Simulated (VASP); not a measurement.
OSZICAR of a VASP run on SiO$_{2}$ (rutile):

File OSZICAR:
```
       N       E                     dE             d eps       ncg     rms          rms(c)
DAV:   1     0.183276117434E+03    0.18328E+03   -0.20164E+04  1200   0.178E+03
DAV:   2    -0.452402060416E+02   -0.22852E+03   -0.22123E+03  1604   0.347E+02
DAV:   3    -0.531192833421E+02   -0.78791E+01   -0.78535E+01  1440   0.687E+01
DAV:   4    -0.531837076678E+02   -0.64424E-01   -0.64348E-01  1424   0.692E+00
DAV:   5    -0.531844245867E+02   -0.71692E-03   -0.71682E-03  1384   0.720E-01    0.168E+01
DAV:   6    -0.490407314869E+02    0.41437E+01   -0.16212E+01  1352   0.283E+01    0.794E+00
DAV:   7    -0.490115164286E+02    0.29215E-01   -0.46318E-01  1416   0.474E+00    0.298E+00
DAV:   8    -0.490020455126E+02    0.94709E-02   -0.16369E-02  1356   0.137E+00    0.100E+00
DAV:   9    -0.490022421083E+02   -0.19660E-03   -0.45823E-03  1424   0.743E-01    0.265E-01
DAV:  10    -0.490023494050E+02   -0.10730E-03   -0.45079E-04  1388   0.182E-01    0.402E-02
DAV:  11    -0.490023224958E+02    0.26909E-04   -0.11108E-04  1408   0.816E-02    0.834E-03
DAV:  12    -0.490023227446E+02   -0.24883E-06   -0.75036E-06  1344   0.202E-02
   1 F= -.49002323E+02 E0= -.49002323E+02  d E =-.490023E+02
       N       E                     dE             d eps       ncg     rms          rms(c)
DAV:   1    -0.490038385992E+02   -0.15161E-02   -0.49015E-02  1344   0.201E+00    0.313E-01
DAV:   2    -0.490024230368E+02    0.14156E-02   -0.50788E-03  1344   0.555E-01    0.705E-02
DAV:   3    -0.490023722579E+02    0.50779E-04   -0.24690E-04  1356   0.114E-01    0.318E-02
DAV:   4    -0.490023584867E+02    0.13771E-04   -0.19104E-05  1364   0.353E-02    0.973E-03
DAV:   5    -0.490023578452E+02    0.64155E-06   -0.25231E-06  1056   0.127E-02
   2 F= -.49002358E+02 E0= -.49002358E+02  d E =-.351006E-04
       N       E                     dE             d eps       ncg     rms          rms(c)
DAV:   1    -0.490027718947E+02   -0.41341E-03   -0.10042E-02  1344   0.907E-01    0.142E-01
DAV:   2    -0.490024787664E+02    0.29313E-03   -0.10488E-03  1340   0.252E-01    0.318E-02
DAV:   3    -0.490024684319E+02    0.10334E-04   -0.50223E-05  1352   0.516E-02    0.146E-02
DAV:   4    -0.490024652157E+02    0.32162E-05   -0.38044E-06  1356   0.157E-02    0.449E-03
DAV:   5    -0.490024647246E+02    0.49116E-06   -0.49173E-07   692   0.573E-03
   3 F= -.49002465E+02 E0= -.49002465E+02  d E =-.141980E-03
```

Problem. Which electronic solver shows in the log?

Solution. It is blocked Davidson (ALGO = Normal, or the opening steps of other solvers). The INCAR had ALGO = Normal.

Problem. Can the final energy be trusted as converged?

Solution. The run converged. It stopped with EDIFF = 1E-6, NELM = 100, NSW = 40 and EDIFFG = -0.02 after 3 ionic steps (PBEsol GGA, plane waves, VASP's PBE PAW potentials (set 64)).

The compound is SiO2 in the rutile structure, stishovite, a high-pressure form. This run relaxes it. Symmetry was kept, so distortions that lower it aren't found.
